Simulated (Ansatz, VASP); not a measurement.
**Cross-check of GaCuSe2 between VASP and Ansatz**

Aim: how closely do two programs agree when they are given the same cell, functional and k mesh? The cell is taken from a series of runs on this material, whose earlier steps may have relaxed, scaled, displaced or heated it; both programs get it as it stands. Other levels of theory on this material are compared in a session of their own.

Method: plane waves, with VASP 6.6.1 beside it; relaxation of cell and atoms at PBEsol, in Ansatz 0.2.0.

**1. Set-up**

Symmetry: I-42d, No. 122, tetragonal system. The conventional cell has a = 5.570 Å, b = 5.570 Å, c = 11.075 Å, α = 90.00°, β = 90.00°, γ = 90.00°. Nearest to Cu lie 4 Se at 2.38 Å. Nearest to Ga lie 4 Se at 2.43 Å. Nearest to Se lie 2 Cu at 2.38 Å and 2 Ga at 2.43 Å. Farther neighbours and most contacts between anions are not listed.

Coordinates:

```cif
data_structure
_symmetry_space_group_name_H-M 'I-42d'
_symmetry_Int_Tables_number 122
_cell_length_a 5.5702
_cell_length_b 5.5702
_cell_length_c 11.0750
_cell_angle_alpha 90.000
_cell_angle_beta 90.000
_cell_angle_gamma 90.000
_cell_volume 343.62
loop_
_atom_site_label
_atom_site_type_symbol
_atom_site_symmetry_multiplicity
_atom_site_Wyckoff_symbol
_atom_site_fract_x
_atom_site_fract_y
_atom_site_fract_z
_atom_site_occupancy
Cu1 Cu 4 a 0.00000 0.00000 0.00000 1
Ga1 Ga 4 b 0.50000 0.50000 0.00000 1
Se1 Se 8 d 0.24180 0.25000 0.12500 1
```

**2. Ansatz: relaxation of cell and atoms, PBEsol**

Ansatz runs on its PAW soft_1 files.

The relaxed volume is the usual yardstick between codes: in a stiff, nearly cubic crystal its relative difference is about their pressure difference at one cell divided by the bulk modulus.

input.yaml reads:

```yaml
crystal:
  lattice:
    - [-2.7850783384, 2.7850783384, 5.5374950885]
    - [2.7850783384, -2.7850783384, 5.5374950885]
    - [2.7850783384, 2.7850783384, -5.5374950885]
  atoms:
    - { symbol: Cu, position: [0.0, 0.0, 0.0] }
    - { symbol: Cu, position: [0.75, 0.25, 0.5] }
    - { symbol: Ga, position: [0.5, 0.5, 0.0] }
    - { symbol: Ga, position: [0.25, 0.75, 0.5] }
    - { symbol: Se, position: [0.375, 0.3668021564, 0.4918021564] }
    - { symbol: Se, position: [0.6331978436, 0.125, 1.0081978436] }
    - { symbol: Se, position: [0.875, 0.8831978436, 0.5081978436] }
    - { symbol: Se, position: [0.1168021564, 0.625, -0.0081978436] }
kpoints:
  mp_grid: { grid: [8, 8, 8] }
hamiltonian:
  xc: pbesol
  pseudopotentials: { kind: paw, azcp: { folder: soft_1 }, xc_functional: pbe }
scf:
  occupations: { method: gaussian, width: 0.01 }
output:
  forces: true
  stress: true
  eigenvalues: true
relax:
  adjacent_minimum: "off"
  f_tol: 0.001
  max_steps: 60
  cell: { stress_tol: 0.01 }
```

Started as:

```bash
ansatz run input.yaml --threads 4 --pin off --max-ram 16384MiB --backend cpu --events-out ev --progress --plain --runs-dir out
```

Numbers of over 12 decimals in the logs are rounded to 6 here.

The log of the run:

```text
Engine: ansatz 0.2.0, aarch64-unknown-linux-gnu
Pseudopotentials: kind: paw
Pseudopotential: Cu, paw, valence charge 19, recommended cutoff 420 eV (normal), soft_1/Cu.paw.azcp
Pseudopotential: Ga, paw, valence charge 13, recommended cutoff 420 eV (normal), soft_1/Ga.paw.azcp
Pseudopotential: Se, paw, valence charge 16, recommended cutoff 420 eV (normal), soft_1/Se.paw.azcp
Functional definition: PBEsol
  exchange = pbesol_x
  correlation = pbesol_c
Crystal: 8 atoms, lattice volume = 171.810 Å³
Basis set: ecut = 420 eV, 3411 PW (Γ), exchange–correlation on 96×96×96 points (8 copies of the dense FFT grid, shifted against one another)
Bands: 77, of which v1, the nominal top of the filled ones, is band 64 counted from 1 (63 counted from 0)
Symmetry: 8 space group operations
Space group: I-42d (ITA 122), of the structure as read, at distance tolerance 5.6e-5 Å
k-points: 59 of 512 (time reversal used)
Non-local potential: Cu, projectors of the file, l = 0: 3, l = 1: 2, l = 2: 3, l = 3: 1
Non-local potential: Ga, projectors of the file, l = 0: 2, l = 1: 2, l = 2: 3, l = 3: 1
Non-local potential: Se, projectors of the file, l = 0: 2, l = 1: 2, l = 2: 3, l = 3: 1
PAW form: soft (Blöchl's): semilocal exchange-correlation on the pseudo side does not see the compensation charge
PAW frozen core: Cu, regenerated for the run's functional, and the local potential with it (the file was generated under x = pbe(κ = 0.804, μ = 0.219515), c = pbe(β = 0.066725))
PAW frozen core: Ga, regenerated for the run's functional, and the local potential with it (the file was generated under x = pbe(κ = 0.804, μ = 0.219515), c = pbe(β = 0.066725))
PAW frozen core: Se, regenerated for the run's functional, and the local potential with it (the file was generated under x = pbe(κ = 0.804, μ = 0.219515), c = pbe(β = 0.066725))
PAW one-centre angular grid: Cu, 590 points (default); XC on 64 Gauss nodes
PAW one-centre angular grid: Ga, 590 points (default); XC on 64 Gauss nodes
PAW one-centre angular grid: Se, 590 points (default); XC on 64 Gauss nodes
Initial density: superposition of atomic densities (chi_scale 0.1, normalization cell, long waves kept (reshape's long-wave potential 0.00 eV rms))
Initial wavefunctions: pseudopotential atomic-orbital guess
Functional: x = pbesol(κ = 0.804, μ = 0.123457), c = pbesol(β = 0.046)
SCF iter   1: F=—  HF=-42365.560349 eV  |F-HF|=—  |Δ(HF+E_count)|=         —  Δρ=5.23e-2  dr2=3.53e0  ethr=3.10e-3  ⟨swp⟩=5.3  Hψ=15219  notcnv=0
preconditioner: auto → Resta (q_TF=auto, 2.598 Å⁻¹)  ε∞=4.5  [insulator: Δε(μ)=0.394 eV  Ē_g=12.865 eV  σ=0.010 eV  W_gap=1.00  n_scr=60 (ndim 8)  ℏωp=24.0 eV  f_vac=0.048  D(μ)=0.00/eV (n_scr^D=0)  ε∞_Penn≈4.5]
SCF iter   2: F=—  HF=-42364.809004 eV  |F-HF|=—  |Δ(HF+E_count)|=   7.51e-1  Δρ=3.88e-2  dr2=1.39e0  ethr=2.76e-3  ⟨swp⟩=3.0  Hψ=9111  notcnv=0  defer=417
SCF iter   3: F=—  HF=-42364.767151 eV  |F-HF|=—  |Δ(HF+E_count)|=   4.19e-2  Δρ=2.89e-2  dr2=1.05e0  ethr=1.09e-3  ⟨swp⟩=2.1  Hψ=9398  notcnv=0  defer=407
SCF iter   4: F=—  HF=-42364.482339 eV  |F-HF|=—  |Δ(HF+E_count)|=   2.85e-1  Δρ=9.87e-3  dr2=1.03e-1  ethr=8.18e-4  ⟨swp⟩=2.0  Hψ=6403  notcnv=0  defer=412
SCF iter   5: F=—  HF=-42364.480824 eV  |F-HF|=—  |Δ(HF+E_count)|=   1.51e-3  Δρ=3.13e-3  dr2=1.13e-2  ethr=8.05e-5  ⟨swp⟩=2.1  Hψ=6705  notcnv=0  defer=419
SCF iter   6: F=—  HF=-42364.478466 eV  |F-HF|=—  |Δ(HF+E_count)|=   2.36e-3  Δρ=8.78e-4  dr2=1.69e-3  ethr=8.87e-6  ⟨swp⟩=2.0  Hψ=6596  notcnv=0  defer=419
SCF iter   7: F=—  HF=-42364.479153 eV  |F-HF|=—  |Δ(HF+E_count)|=   6.87e-4  Δρ=5.69e-4  dr2=5.71e-4  ethr=1.32e-6  ⟨swp⟩=2.0  Hψ=6596  notcnv=0  defer=419
SCF iter   8: F=—  HF=-42364.479253 eV  |F-HF|=—  |Δ(HF+E_count)|=   9.97e-5  Δρ=1.83e-4  dr2=3.67e-5  ethr=4.46e-7  ⟨swp⟩=2.0  Hψ=7772  notcnv=0  defer=419
SCF iter   9: F=—  HF=-42364.479233 eV  |F-HF|=—  |Δ(HF+E_count)|=   1.94e-5  Δρ=3.52e-5  dr2=1.72e-6  ethr=2.87e-8  ⟨swp⟩=2.0  Hψ=5611  notcnv=0  defer=419
SCF iter  10: F=—  HF=-42364.479236 eV  |F-HF|=—  |Δ(HF+E_count)|=   2.33e-6  Δρ=1.33e-5  dr2=2.15e-7  ethr=1.34e-9  ⟨swp⟩=2.0  Hψ=5819  notcnv=0  defer=419
SCF iter  11: F=-42364.479236 eV  HF=-42364.479236 eV  |F-HF|=3.08e-9  |Δ(HF+E_count)|=   6.77e-8  Δρ=1.30e-6  dr2=2.47e-9  ethr=7.81e-11  ⟨swp⟩=10.1  Hψ=22012  notcnv=0
SCF 1 converged in 11 iterations: F = -42364.479236 eV  dr2 = 2.47e-9
  greatest PAW one-centre occupation: 1.000 electrons in one spin orbital (limit 2), on the Cu atom at site 1 (counted from 0), in its partial waves of l = 0
relax step   1: F+E_penalty+E_count = -42364.47923579 eV  Δ(F+E_penalty+E_count) = +0.000e0 eV  max|allowed force component| = 6.557e-4 eV/Å  Δτ_max = 0.0000 Å  P = +0.001 GPa  Ω = 171.810 Å³  (11 SCF iters, dr2 threshold 1.00e-7 eV, accepted)
Initial density: handed on by an earlier stage of this run
Initial wavefunctions: pseudopotential atomic-orbital guess (no wavefunctions were taken with the density)
iter 1 solved again at ethr=9.51e-8 eV; its pass at ethr=3.10e-3 eV (dr2=1.22e-4 eV) is discarded
SCF iter   1: F=—  HF=-42364.479286 eV  |F-HF|=—  |Δ(HF+E_count)|=         —  Δρ=1.29e-6  dr2=2.64e-9  ethr=9.51e-8  ⟨swp⟩=3.0  Hψ=29177  notcnv=0
eigensolver tolerance schedule: the retry pair's looser diagonalisation over-reported the residual by 46079.77 of it (diagonalisation noise at an unbounded share of the residual, at the tolerance the schedule requests for it); recorded, not acted on — ethr = c·dr2/N_el stays at c = 1.0e-1
preconditioner: auto → Resta (q_TF=auto, 2.598 Å⁻¹)  ε∞=4.9  [insulator: Δε(μ)=0.121 eV  Ē_g=12.246 eV  σ=0.010 eV  W_gap=1.00  n_scr=60 (ndim 8)  ℏωp=24.0 eV  f_vac=0.113  D(μ)=0.00/eV (n_scr^D=0)  ε∞_Penn≈4.9]
SCF iter   2: F=—  HF=-42364.479236 eV  |F-HF|=—  |Δ(HF+E_count)|=   5.00e-5  Δρ=2.56e-6  dr2=6.45e-9  ethr=2.06e-12  ⟨swp⟩=3.1  Hψ=12110  notcnv=0
SCF iter   3: F=—  HF=-42364.479236 eV  |F-HF|=—  |Δ(HF+E_count)|=   1.56e-9  Δρ=1.89e-6  dr2=4.26e-9  ethr=2.06e-12  ⟨swp⟩=2.0  Hψ=8319  notcnv=0
SCF iter   4: F=—  HF=-42364.479236 eV  |F-HF|=—  |Δ(HF+E_count)|=  4.51e-10  Δρ=5.70e-7  dr2=4.48e-10  ethr=2.06e-12  ⟨swp⟩=2.0  Hψ=8319  notcnv=0
SCF iter   5: F=—  HF=-42364.479236 eV  |F-HF|=—  |Δ(HF+E_count)|=  1.89e-10  Δρ=2.39e-7  dr2=1.17e-10  ethr=1.00e-12  ⟨swp⟩=2.0  Hψ=4831  notcnv=0
SCF iter   6: F=—  HF=-42364.479236 eV  |F-HF|=—  |Δ(HF+E_count)|=  1.53e-10  Δρ=1.10e-7  dr2=2.84e-11  ethr=1.00e-12  ⟨swp⟩=1.0  Hψ=4543  notcnv=0
SCF iter   7: F=-42364.479236 eV  HF=-42364.479236 eV  |F-HF|=7.28e-12  |Δ(HF+E_count)|=  1.46e-11  Δρ=3.80e-8  dr2=1.95e-12  ethr=1.00e-12  ⟨swp⟩=4.8  Hψ=20964  notcnv=0
SCF 2 converged in 7 iterations: F = -42364.479236 eV  dr2 = 1.95e-12
relax step   2: F+E_penalty+E_count = -42364.47923579 eV  Δ(F+E_penalty+E_count) = -4.140e-9 eV  max|allowed force component| = 6.474e-4 eV/Å  Δτ_max = 0.0000 Å  P = +0.001 GPa  Ω = 171.810 Å³  stress off target by 5.45e-3 GPa  SCF on the basis re-selected at this cell (its energy is not comparable with the rows above)  (7 SCF iters)
basis re-selected at this cell: Δ(F+E_penalty+E_count) = -4.140e-9 eV, ΔP = -0.000 GPa vs the last step (what re-selecting the basis moved, of the pressure what is left beyond the Pulay correction that the steps carried, after the strain that the cell walked since its last selection, with what the two solves' SCF thresholds leave and, on support functions, any second-order correction that the steps lacked; it is no m [...]
SCF converged after 7 iterations
Free energy (F): -42364.479236 eV
Harris-Foulkes:  -42364.479236 eV  (|F-HF|=7.28e-12)
Internal energy: -42364.479236 eV  (E = F + TS)
E sigma→0 (E₀):  -42364.479236 eV
Fermi energy:    8.664031 eV
--- Per-component energies (eV) ---
  E_band       = -2655.353382
  E_kinetic    = 1190.757433
  E_local      = -25648.473649  (includes V_loc(G=0)·N_el)
  E_nonlocal   = 202.143116
  E_hartree    = 12658.396124
  E_xc         = -599.425418
  E_vxc        = -649.132016  (∫ρ·V_xc dr)
  E_paw        = -15816.439575  (= ΣΔE_a)
  E_vpaw       = -3067.440492  (= ΣTr[D̂ρ^β])
  E_aug_tail   = -0.000006  (compensation charges beyond the density's cutoff)
  E_ewald      = -14357.609431
  E_core_change = 6.172171  (= ΣΔE_core)
  E_smearing   = -0.000000  (= −TS)
  E_closure    = 0.000000  (closes the sum)
  Σ components = -42364.479236   (vs F -42364.479236, Δ=0.00e0)
--- Forces (eV/Å), atoms counted from 1 ---
  atom   1  Cu    -0.00000000     0.00000000     0.00000000
  atom   2  Cu    -0.00000000     0.00000000     0.00000000
  atom   3  Ga    -0.00000000    -0.00000000     0.00000000
  atom   4  Ga    -0.00000000    -0.00000000     0.00000000
  atom   5  Se     0.00064740     0.00000000     0.00000000
  atom   6  Se    -0.00000000    -0.00064740     0.00000000
  atom   7  Se    -0.00064740     0.00000000    -0.00000000
  atom   8  Se    -0.00000000     0.00064740    -0.00000000
  max |Σ_I F_I| component: 4.61e-17 eV/Å
--- Stress (GPa, compression-positive) ---
       -0.000535      -0.000000      -0.000000
        0.000000      -0.000535       0.000000
       -0.000000       0.000000       0.005450
  P = ⅓ Tr σ = 0.0015 GPa (0.015 kbar)
--- Band table (eV; the first three rows and the last of 59) ---
  k-point 0: bands = [... 60 lower, 6.8817, 8.5120, 8.5120, 8.6035, 8.7246, 10.3717, 10.6887, 12.4847, ... 9 higher]
  k-point 1: bands = [... 60 lower, 6.9765, 7.6336, 8.3649, 8.4696, 9.6324, 10.5807, 11.1954, 12.3170, ... 9 higher]
  k-point 2: bands = [... 60 lower, 7.1526, 7.2428, 7.8993, 8.3474, 10.2250, 10.6624, 11.7188, 12.1126, ... 9 higher]
  k-point 58: bands = [... 60 lower, 7.2939, 7.2939, 7.6128, 7.6128, 10.3006, 10.3006, 10.3720, 10.3720, ... 9 higher]
--- Relaxed structure (1 steps of the walk, 1 accepted, 1 SCFs on fresh bases) ---
  F+E_penalty+E_count = -42364.47923579 eV   max|allowed force component| = 6.474e-4 eV/Å   (the final SCF, on the basis selected at the relaxed cell)
  cell:  # Å, volume = 171.8099 Å³
    - [-2.7850783384, 2.7850783384, 5.5374950885]
    - [2.7850783384, -2.7850783384, 5.5374950885]
    - [2.7850783384, 2.7850783384, -5.5374950885]
  atoms:
    - { symbol: Cu, position: [0.0, 0.0, 0.0] }
    - { symbol: Cu, position: [0.75, 0.25, 0.500000] }
    - { symbol: Ga, position: [0.5, 0.5, 0.0] }
    - { symbol: Ga, position: [0.25, 0.75, 0.500000] }
    - { symbol: Se, position: [0.375000, 0.366802, 0.491802] }
    - { symbol: Se, position: [0.633198, 0.125000, 1.0081978436] }
    - { symbol: Se, position: [0.875000, 0.883198, 0.508198] }
    - { symbol: Se, position: [0.116802, 0.625, -0.00819784] }
```

(Part 1 of 2 ends here.)

[Lines on the potential files, build, host, timing and source positions are cut from VASP's logs without a mark.]

[Logs are printed without paths, hosts, clocks, repeated set-up lines and the standing remarks that a program may print on its own settings, such as how far it seeks lower states.]

[Hosts, paths, dates, database ids (printed as entryN), source tags and the programs' standing remarks are cut or masked in the printed files.]
